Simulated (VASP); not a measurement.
Level of theory: PBE GGA, VASP's PBE PAW potentials (set 64) (plane waves; VASP 6.6.1). For the first row: Numerical set-up: 400 eV cut-off, 9×9×9 Γ-centred mesh, tetrahedra with Blöchl corrections, potentials Ca_sv Se.

```json
[
 {"system": "CaSe (rock salt)", "energy (eV/atom)": "-4.7429"},
 {"system": "Ca (fcc)", "energy (eV/atom)": "-1.9298"},
 {"system": "Se (trig)", "energy (eV/atom)": "-3.5035"}
]
```

The references are the elements' solids at the same level; no temperature or zero-point terms are added.   Without a dispersion term in the relaxation, distances and binding between the weakly bound layers, chains or molecules are unreliable, and so is what depends on them.

Question: What is the formation energy per atom of CaSe?

Answer: The references average (1×(-1.9298) + 1×(-3.5035))/2 = -2.7167 eV, so the formation energy is -4.7429 − (-2.7167) = -2.026 eV/atom.
